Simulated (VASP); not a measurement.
Consider the following.

```xyz
5
Lattice="2.2878 -3.9626 0.0000 2.2878 3.9626 0.0000 0.0000 0.0000 7.2064" Properties=species:S:1:pos:R:3 pbc="T T T"
Mg     4.5756     0.0000     0.0000
Mg     2.2878     1.3209     4.5652
Mg     2.2878    -1.3209     2.6412
Sb     2.2878     1.3209     1.6206
Sb     2.2878    -1.3209     5.5858
```

Level of theory: revTPSS meta-GGA, VASP's PBE PAW potentials (set 64) (plane waves; VASP). Numerical set-up: 520 eV cut-off, 6×6×4 Γ-centred mesh, tetrahedra with Blöchl corrections, potentials Mg Sb.

Unless said otherwise, spin-orbit coupling is left out, though it shifts the bands of the heavy elements here.

Task: Give the energies of bands 3 to 11 at the high-symmetry points, in eV from the valence-band maximum.

Result: 
```
band      Γ      M      K      A      L      H
----  -----  -----  -----  -----  -----  -----
3     -5.00  -4.77  -4.46  -3.08  -5.01  -4.40
4     -1.18  -3.84  -3.67  -3.05  -4.70  -4.40
5     -1.18  -3.32  -3.67  -0.84  -1.96  -4.08
6     -0.47  -2.40  -2.62  -0.84  -1.70  -3.45
7     -0.47  -2.24  -2.62  -0.83  -1.69  -1.01
8      0.00  -0.95  -2.60  -0.83  -1.57  -1.01
9      1.28   0.39   0.24   1.79   0.58   1.86
10     1.28   2.05   4.11   2.01   1.24   1.86
11     3.10   2.08   4.33   2.76   1.83   2.48
```

The gap is indirect, 0.24 eV, from the valence maximum at Γ to the conduction minimum at K.

The compound is Mg3Sb2 in the a-la2o3 structure. It was relaxed first.
